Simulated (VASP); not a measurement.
Level of theory: PBEsol GGA, VASP's PBE PAW potentials (set 64) (plane waves; VASP 6.6.1).

A VASP calculation is set up with these files.

File POSCAR:
```
W2N
1
    2.7597220270    -0.0000000509    -0.0000000000
   -1.3798605839     2.3899895848    -0.0000000000
    0.0000000000    -0.0000000000    20.4677621001
N W
1 2
Direct
  0.0000000000   0.0000000000   0.5000000000
  0.3333330000   0.6666670000   0.5704290168
  0.6666670000   0.3333330000   0.4295709832
```

INCAR:
```
# general
SYSTEM   =  W2N
PREC     =  Accurate
ENCUT    =  520
LREAL    =  .FALSE.
LASPH    =  .TRUE.

# electronic loop
EDIFF    =  1E-6
NELM     =  100
ALGO     =  Normal
LMAXMIX  =  6

# smearing
ISMEAR   =  1
SIGMA    =  0.1

# functional
GGA      =  PS

# ions
IBRION   =  2
NSW      =  60
ISIF     =  4
EDIFFG   =  -0.02

# output
LWAVE    =  .FALSE.
LCHARG   =  .FALSE.
```

File KPOINTS:
```
K-points
0
gamma
  11 11 1
```

POTCAR, in this order: N W_sv (PBE.64 set). Program: vasp_std.

Output of the run:

File OUTCAR:
```
 ion  position               nearest neighbor table
   1  0.000  0.000  0.500-   2 2.15   3 2.15   2 2.15   3 2.15   3 2.15   2 2.15
   2  0.333  0.667  0.570-   1 2.15   1 2.15   1 2.15   3 3.29   3 3.29   3 3.29
   3  0.667  0.333  0.430-   1 2.15   1 2.15   1 2.15   2 3.29   2 3.29   2 3.29
  LATTYP: Found a hexagonal cell.
 ALAT       =     2.7597220270
 C/A-ratio  =     7.4166027954
 Subroutine PRICEL returns:
 Original cell was already a primitive cell.
 Subroutine GETGRP returns: Found 12 space group operations
The static configuration has the point symmetry D_3d.
The dynamic configuration has the point symmetry D_3d.
 Subroutine INISYM returns: Found 12 space group operations
 Subroutine IBZKPT returns following result:
 Found     16 irreducible k-points:

 Following reciprocal coordinates:
            Coordinates               Weight
  0.000000  0.000000  0.000000      1.000000
  0.090909 -0.000000  0.000000      6.000000
  0.181818 -0.000000  0.000000      6.000000
  0.272727 -0.000000  0.000000      6.000000
  0.363636  0.000000  0.000000      6.000000
  0.454545 -0.000000  0.000000      6.000000
  0.090909  0.090909  0.000000      6.000000
...
```

### OSZICAR
```
       N       E                     dE             d eps       ncg     rms          rms(c)
DAV:   1     0.334260365349E+03    0.33426E+03   -0.20148E+04   824   0.146E+03
DAV:   2    -0.151610080583E+02   -0.34942E+03   -0.34094E+03   780   0.415E+02
DAV:   3    -0.359896003920E+02   -0.20829E+02   -0.20136E+02   796   0.963E+01
DAV:   4    -0.367858555486E+02   -0.79626E+00   -0.78632E+00   772   0.183E+01
DAV:   5    -0.368205946398E+02   -0.34739E-01   -0.34390E-01   868   0.352E+00    0.339E+01
DAV:   6    -0.338501809489E+02    0.29704E+01   -0.18083E+01   792   0.295E+01    0.133E+01
DAV:   7    -0.335453787218E+02    0.30480E+00   -0.32172E+00   784   0.120E+01    0.493E+00
DAV:   8    -0.334397763137E+02    0.10560E+00   -0.60108E-01   832   0.595E+00    0.537E-01
DAV:   9    -0.334369570744E+02    0.28192E-02   -0.32742E-02   736   0.153E+00    0.235E-01
DAV:  10    -0.334364476557E+02    0.50942E-03   -0.21960E-03   836   0.438E-01    0.551E-02
DAV:  11    -0.334364167538E+02    0.30902E-04   -0.21677E-04   748   0.143E-01    0.340E-02
DAV:  12    -0.334364061954E+02    0.10558E-04   -0.13757E-04   768   0.465E-02    0.205E-02
DAV:  13    -0.334364745547E+02   -0.68359E-04   -0.50241E-05   800   0.484E-02    0.162E-02
DAV:  14    -0.334365352824E+02   -0.60728E-04   -0.19521E-05   620   0.267E-02    0.399E-03
DAV:  15    -0.334365728835E+02   -0.37601E-04   -0.44783E-06   612   0.107E-02    0.200E-03
DAV:  16    -0.334365921770E+02   -0.19293E-04   -0.12528E-06   512   0.495E-03    0.164E-03
DAV:  17    -0.334365998348E+02   -0.76578E-05   -0.13581E-06   496   0.413E-03    0.814E-04
DAV:  18    -0.334366013265E+02   -0.14917E-05   -0.26347E-07   444   0.263E-03    0.314E-04
DAV:  19    -0.334366063160E+02   -0.49895E-05   -0.21681E-07   420   0.213E-03    0.436E-04
DAV:  20    -0.334366086380E+02   -0.23219E-05   -0.10371E-07   372   0.250E-03    0.144E-04
DAV:  21    -0.334366097787E+02   -0.11408E-05   -0.62205E-08   368   0.101E-03    0.191E-04
DAV:  22    -0.334366104046E+02   -0.62586E-06   -0.46760E-08   360   0.776E-04
   1 F= -.33436610E+02 E0= -.33436240E+02  d E =-.334366E+02
       N       E                     dE             d eps       ncg     rms          rms(c)
DAV:   1    -0.334364948135E+02    0.11497E-03   -0.12280E-02   720   0.200E+00    0.703E-02
DAV:   2    -0.334366621571E+02   -0.16734E-03   -0.20167E-03   656   0.373E-01    0.304E-02
DAV:   3    -0.334366596281E+02    0.25290E-05   -0.55884E-05   768   0.772E-02    0.154E-02
DAV:   4    -0.334366594759E+02    0.15223E-06   -0.67499E-06   680   0.228E-02
   2 F= -.33436659E+02 E0= -.33436355E+02  d E =-.490713E-04
```

**OUTCAR**
```
------------------------ aborting loop because EDIFF is reached ----------------------------------------
  FORCE on cell =-STRESS in cart. coord.  units (eV):
  Direction    XX          YY          ZZ          XY          YZ          ZX
  --------------------------------------------------------------------------------------
  Total       -0.0022621     -0.0022621     -0.0093370     -0.0000000     -0.0000000     -0.0000000
  in kB       -0.0268461     -0.0268461     -0.1108117     -0.0000000     -0.0000000     -0.0000000
  external PRESSURE =      -0.0548346 kB  Pullay stress =       0.0000000 kB
  volume of cell :      135.00
      direct lattice vectors                 reciprocal lattice vectors
     2.759502200 -0.000000051  0.000000000     0.362384205  0.209222535 -0.000000000
    -1.379750670  2.389799209  0.000000000     0.000000008  0.418445201 -0.000000000
     0.000000000  0.000000000 20.471023229    -0.000000000 -0.000000000  0.048849537
 POSITION                                       TOTAL-FORCE (eV/Angst)
 -----------------------------------------------------------------------------------
      0.00000      0.00000     10.23551         0.000000     -0.000000      0.000000
     -0.00000      1.59320     11.67865        -0.000000     -0.000000      0.006681
      1.37975      0.79660      8.79237         0.000000      0.000000     -0.006681
 -----------------------------------------------------------------------------------
    total drift:                                0.000000     -0.000000      0.000000
  FREE ENERGIE OF THE ION-ELECTRON SYSTEM (eV)
  ---------------------------------------------------
  free  energy   TOTEN  =       -33.4366594759 eV

  energy  without entropy=      -33.4357458496  energy(sigma->0) =      -33.43635493

 reached required accuracy - stopping structural energy minimisation
```
(Selected blocks of OUTCAR.)

File CONTCAR:
```
W2N
   1.00000000000000
     2.7595021998746323   -0.0000000506760274    0.0000000000000000
    -1.3797506701810816    2.3897992089734115    0.0000000000000000
     0.0000000000000000    0.0000000000000001   20.4710232291959500
  N               W
     1     2
Direct
     0.0000000000000000    0.0000000000000000    0.5000000000000000
     0.3333330000000032    0.6666669999999968    0.5704967231019759
     0.6666669999999968    0.3333330000000032    0.4295032768980241
```

The cell holds a wide vacuum, so values per volume refer to the whole cell.

The cell is a sheet with vacuum, built from a generated structure.
